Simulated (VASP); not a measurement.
Energy against volume of Sr (fcc). These are rev-vdW-DF2, VASP's PBE PAW potentials (set 64) (plane waves; VASP 6.6.1) values and carry that method's errors. Run with 520 eV cut-off, 8×8×8 Γ-centred mesh, Gaussian smearing of 0.050 eV, potentials Sr_sv.

| V (Å³/atom) | E (eV/atom) |
|---|---|
| 48.911 | 0.39812 |
| 50.472 | 0.39198 |
| 52.033 | 0.39002 |
| 53.594 | 0.39159 |

Q: Fit these four points and predict the energy of the run at 55.155 Å³/atom.

A: A cubic in V^(−2/3), the third-order Birch-Murnaghan form, passes through the four points with V0 = 52.08 Å³/atom and B0 = 12 GPa, and gives 0.3961 eV/atom there. The run gave 0.3963 eV/atom, +0.2 meV/atom from the fit; all five points give B0 = 12 GPa.

The compound is Sr in the fcc structure. It was relaxed first, which changed the volume by -7 %.
